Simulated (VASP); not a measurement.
VASP input:

**INCAR**
```
SYSTEM = CuZn
PREC = Accurate
ENCUT = 400
EDIFF = 1E-8
NELM = 100
ALGO = Normal
LREAL = .FALSE.
LASPH = .TRUE.
ISMEAR = 1
SIGMA = 0.1
LMAXMIX = 4
LWAVE = .FALSE.
LCHARG = .FALSE.
IBRION = 1
ISIF = 2
NSW = 30
EDIFFG = -0.001
```

**POSCAR**
```
CuZn
1.0
  2.8694015729   0.0000000000   0.0000000000
  0.0000000000   2.8694015729   0.0000000000
  0.0000000000   0.0000000000   2.8694015729
Zn Cu
1 1
Direct
  0.5000000000   0.5000000000   0.5000000000
  0.0000000000   0.0000000000   0.0000000000
```

KPOINTS:
```
K-points
0
G
11 11 11
0 0 0
```

POTCAR, in this order: Zn Cu (LDA.64 set). Program: vasp_std.

Problem. Translate this LDA calculation to Quantum ESPRESSO's pw.x.

Solution. One equivalent input (not run):
```
&CONTROL
  calculation = 'relax'
  pseudo_dir = './pseudo'
  outdir = './out'
  tprnfor = .true.
  tstress = .true.
  nstep = 30
  forc_conv_thr = 3.9e-05
/
&SYSTEM
  ibrav = 0
  nat = 2
  ntyp = 2
  ecutwfc = 92
  occupations = 'smearing'
  smearing = 'methfessel-paxton'
  degauss = 0.00735
  input_dft = 'pz'
/
&ELECTRONS
  conv_thr = 7.3e-10
  electron_maxstep = 100
/
&IONS
/
ATOMIC_SPECIES
  Zn 65.380 Zn.upf
  Cu 63.546 Cu.upf
CELL_PARAMETERS angstrom
     2.8694016   -0.0000000    0.0000000
     0.0000000    2.8694016    0.0000000
    -0.0000000    0.0000000    2.8694016
ATOMIC_POSITIONS crystal
  Zn   0.5000000  0.5000000  0.5000000
  Cu   0.0000000  0.0000000  0.0000000
K_POINTS automatic
  11 11 11 0 0 0
```
What does not carry over: the potentials are each code's own (VASP's PAW set, PseudoDojo norm-conserving files in pw.x), so ENCUT and ecutwfc are chosen apart and not converted; conv_thr bounds pw.x's estimated SCF error, while EDIFF bounds the energy change between steps; forc_conv_thr acts on force components and is met together with etot_conv_thr.

The compound is CuZn in the CsCl type structure. It was relaxed first, which changed the volume by -8 %. The start is the result of an earlier pass.
